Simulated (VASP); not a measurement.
These are r2SCAN+rVV10, VASP's PBE PAW potentials (set 64) (plane waves; VASP) values and carry that method's errors.

A VASP calculation is set up with these files.

**KPOINTS**
```
K-points
0
gamma
14 14 14
0 0 0
```

### INCAR
```
LREAL  =  F
CPARAM  =  0.0093
ALGO  =  Normal
ISIF  =  2
LASPH  =  T
LCHARG  =  F
LMAXMIX  =  6   # l cut-off of mixed one-centre charges
METAGGA  =  R2SCAN
SYSTEM  =  HfN
NELM  =  100   # most electronic steps
LWAVE  =  F
EDIFF  =  1E-7   # SCF stop (eV)
PREC  =  Accurate
LUSE_VDW  =  T
SIGMA  =  0.1
ENCUT  =  520   # plane-wave cut-off (eV)
BPARAM  =  11.95
LMIXTAU  =  T
ISMEAR  =  1
```

### POSCAR
```
HfN
1
    0.0000000000     2.2065477688     2.2065477688
    2.2065477688     0.0000000000     2.2065477688
    2.2065477688     2.2065477688     0.0000000000
Hf N
1 1
Direct
  0.0000000000   0.0000000000   0.0000000000
  0.5000000000   0.5000000000   0.5000000000
```

POTCAR, in this order: Hf_pv N (PBE.64 set). Program: vasp_std.

### Question
What will the output report for the number of irreducible k-points (NKPTS), largest plane-wave count, number of space-group operations, FFT grid (NGX, NGY, NGZ)?

### Answer

```
Quantity                                       Value
--------------------------------------  ------------
number of irreducible k-points (NKPTS)           104
largest plane-wave count                         592
number of space-group operations                  48
FFT grid (NGX, NGY, NGZ)                24 × 24 × 24
```

The compound is HfN in the rock salt structure. This cell is one point of a volume scan, at 0.94 of the reference volume. The electron count is odd and the run is not spin-polarised, which forces a metal.
